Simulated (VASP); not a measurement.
The input files of a VASP run:

**POSCAR**
```
As
1.0
  3.6803640000  -1.8800000000   0.0000000000
  3.6803640000   1.8800000000   0.0000000000
  2.7200240000   0.0000000000   3.1114220000
As
2
Cart
  2.2883307040   0.0000000000   0.7062927940
  7.7924212960   0.0000000000   2.4051292060
```

INCAR:
```
SYSTEM = As
PREC = Accurate; ENCUT = 520; LREAL = .FALSE.
LASPH = .TRUE.
EDIFF = 1E-6; NELM = 100; ALGO = Normal
LMAXMIX = 4
ISMEAR = 1; SIGMA = 0.1
GGA = BO; LUSE_VDW = .TRUE.; AGGAC = 0.0
PARAM1 = 0.1833333333; PARAM2 = 0.22
IBRION = 2; NSW = 60; ISIF = 3
EDIFFG = -0.01
LWAVE = .FALSE.; LCHARG = .FALSE.
```

### KPOINTS
```
Automatic mesh
0
Gamma
11 11 11
0 0 0
```

POTCAR, in this order: As (PBE.64 set). Program: vasp_std.

### Question
Write an equivalent input for Quantum ESPRESSO's pw.x.

### Answer
One equivalent input (not run):
```
&CONTROL
  calculation = 'vc-relax'
  pseudo_dir = './pseudo'
  outdir = './out'
  tprnfor = .true.
  tstress = .true.
  nstep = 60
  forc_conv_thr = 0.00039
/
&SYSTEM
  ibrav = 0
  nat = 2
  ntyp = 1
  ecutwfc = 84
  occupations = 'smearing'
  smearing = 'methfessel-paxton'
  degauss = 0.00735
  input_dft = 'vdw-df-obk8'
/
&ELECTRONS
  conv_thr = 7.3e-08
  electron_maxstep = 100
/
&IONS
/
&CELL
/
ATOMIC_SPECIES
  As 74.922 As.upf
CELL_PARAMETERS angstrom
     3.6803640   -1.8800000    0.0000000
     3.6803640    1.8800000    0.0000000
     2.7200240    0.0000000    3.1114220
ATOMIC_POSITIONS crystal
  As   0.2270000  0.2270000  0.2270000
  As   0.7730000  0.7730000  0.7730000
K_POINTS automatic
  11 11 11 0 0 0
```
The two are equivalent in intent, not identical: the potentials are each code's own (VASP's PAW set, PseudoDojo norm-conserving files in pw.x), so ENCUT and ecutwfc are chosen apart and not converted; conv_thr bounds pw.x's estimated SCF error, while EDIFF bounds the energy change between steps; forc_conv_thr acts on force components and is met together with etot_conv_thr.

The compound is As in the a7 structure. This run relaxes it. Symmetry was kept, so distortions that lower it aren't found.
